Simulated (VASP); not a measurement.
Given:

```
CELL_PARAMETERS angstrom
      5.77318     0.00000     0.00000
      0.00000     5.77318     0.00000
      0.00000     0.00000     5.77318
ATOMIC_POSITIONS crystal
  Na 0.00000 0.00000 0.00000
  Na 0.50000 0.50000 0.00000
  Na 0.50000 0.00000 0.50000
  Na 0.00000 0.50000 0.50000
  Cl 0.50000 0.50000 0.50000
  Cl 0.00000 0.00000 0.50000
  Cl 0.00000 0.50000 0.00000
  Br 0.50000 0.00000 0.00000
```

Calculation: PBE GGA, VASP's PBE PAW potentials (set 64) (plane waves; VASP). Settings: 400 eV cut-off, 4×4×4 Γ-centred mesh, Gaussian smearing of 0.050 eV, potentials Na_pv Cl Br.

Q: Estimate the energy per atom (σ→0), band gap (on the k-mesh) with the smallest direct gap where there is one.

A: 
```yaml
band gap (on the k-mesh): 4.74 eV
smallest direct gap (on the k-mesh): 4.74 eV
energy per atom (σ→0): -3.297 eV/atom
```

The structure was generated: Na4BrCl3 was put into an ordered model structure (Pm-3m), which need not be its known phase. It was relaxed first.
